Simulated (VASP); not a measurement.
**NbTe under changes of volume**

One of the cells (22.373 Å³/atom); the others are scaled copies at fixed shape and fractional positions:

```
Te Nb
1.0
     3.72750    0.00000    0.00000
    -1.86375    3.22811    0.00000
     0.00000    0.00000    3.71868
Te Nb
1 1
Direct
  0.66667 0.33333 0.00000
  0.00000 0.00000 0.50000
```

The cell comes from a database or a generator and needn't be the stable form of this composition.

```yaml
Program: VASP 6.6.1
Functional: r2SCAN
Potentials_or_basis: VASP PAW PBE potentials, release 64 (Te, Nb_sv)
Cutoff: 520 eV
k_mesh: 8 × 8 × 7
Occupations: fermi-dirac, width 0.05 eV
Spin: no spin polarisation
```

| volume (Å³/atom) | energy over the lowest point (meV/atom) | pressure (GPa) |
| --- | --- | --- |
| 20.618 | 21.00 | 7.0 |
| 21.057 | ? | ? |
| 21.496 | 0.00 | 0.9 |
| 22.373 | 8.68 | -3.9 |
| 22.812 | 22.23 | -5.9 |
| 23.250 | 41.04 | -7.8 |

**Question.** What does the run at 21.057 Å³/atom give?

**Answer.** Energy over the lowest point 6.36 meV/atom; pressure 3.8 GPa.

Worked out: A Birch-Murnaghan fit of order 3 (a polynomial in V^(-2/3)) to the other rows has its minimum at 21.65 Å³/atom with B0 = V·E''(V) = 128 GPa and B' = 4.5 at fixed shape and positions, which overstates the stiffness. It gives 6.36 meV/atom at 21.057 Å³/atom, against the run's 6.36, and -dE/dV = 3.8 GPa, against 3.8.

Energies are extrapolated to zero smearing.

Caveats: the PAW data sets were made with another functional, which shifts forces and pressure a little.
